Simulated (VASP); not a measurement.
These are PBE GGA, VASP's PBE PAW potentials (set 64) (plane waves; VASP 6.6.1) values and carry that method's errors.

A VASP calculation is set up with these files.

### POSCAR
```
SiC
1
    1.5400000000    -2.6673580000     0.0000000000
    1.5400000000     2.6673580000     0.0000000000
    0.0000000000     0.0000000000     5.0500000000
Si C
2 2
Direct
  0.6666670000   0.3333330000   0.5000000000
  0.3333330000   0.6666670000   0.0000000000
  0.6666670000   0.3333330000   0.8750000000
  0.3333330000   0.6666670000   0.3750000000
```

File KPOINTS:
```
Automatic mesh
0
Gamma
8 8 4
0 0 0
```

### INCAR
```
ALGO = Normal
EDIFF = 1E-6
ENCUT = 520
GGA = PE
ISIF = 2
ISMEAR = 1
LASPH = .True.
LCHARG = .False.
LREAL = .False.
LWAVE = .False.
NELM = 100
PREC = Accurate
SIGMA = 0.2
SYSTEM = SiC
```

POTCAR, in this order: Si C (PBE.64 set). Program: vasp_std.

**Question.** Predict the energy per atom (σ→0), pressure.

**Answer.** 
- energy per atom (σ→0): -7526 meV/atom
- pressure: 26.9 kbar

**OSZICAR**
```
...
DAV:   7    -0.301203009180E+02    0.93907E-01   -0.90166E-01   900   0.634E+00    0.245E+00
DAV:   8    -0.301048168402E+02    0.15484E-01   -0.46271E-02   804   0.161E+00    0.536E-01
DAV:   9    -0.301041984425E+02    0.61840E-03   -0.60551E-03   872   0.603E-01    0.131E-01
DAV:  10    -0.301044601298E+02   -0.26169E-03   -0.70049E-04   832   0.190E-01    0.535E-02
DAV:  11    -0.301044726135E+02   -0.12484E-04   -0.11425E-04   844   0.829E-02    0.122E-02
DAV:  12    -0.301044738262E+02   -0.12127E-05   -0.41531E-06   884   0.166E-02    0.284E-03
DAV:  13    -0.301044742360E+02   -0.40982E-06   -0.20185E-07   496   0.388E-03
   1 F= -.30104474E+02 E0= -.30104781E+02  d E =0.919412E-03
```

The compound is SiC in the wurtzite structure, the rare 2H polytype. The cell was not relaxed at this level. The run is one of a series of settings (ISMEAR = 1, SIGMA = 0.2 against the base run), some of them coarse on purpose.
